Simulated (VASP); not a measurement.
VASP, PAW. Band gap of NaH (rock salt) (no spin-orbit coupling). mBJ is a potential without an energy functional, so only the levels count.

```json
[
 {"level": "HSE06 (PBE cell)", "band gap (eV)": "4.82"}
]
```

Task: Estimate the band gap from mBJ (TB09) (PBE cell), AM05 (own cell), RPBE (own cell).

Result: 
```
Quantity                Result
---------------------  -------
mBJ (TB09) (PBE cell)  6.62 eV
AM05 (own cell)        3.63 eV
RPBE (own cell)        3.89 eV
```

Only levels that ran to the end are used. Left out are those held back, those with too coarse a band path, GW runs whose mesh misses a band edge, hybrids' fits of cells that aren't cubic and levels without matching references; a question may draw on a part of the rest.

The compound is NaH in the rock salt structure.
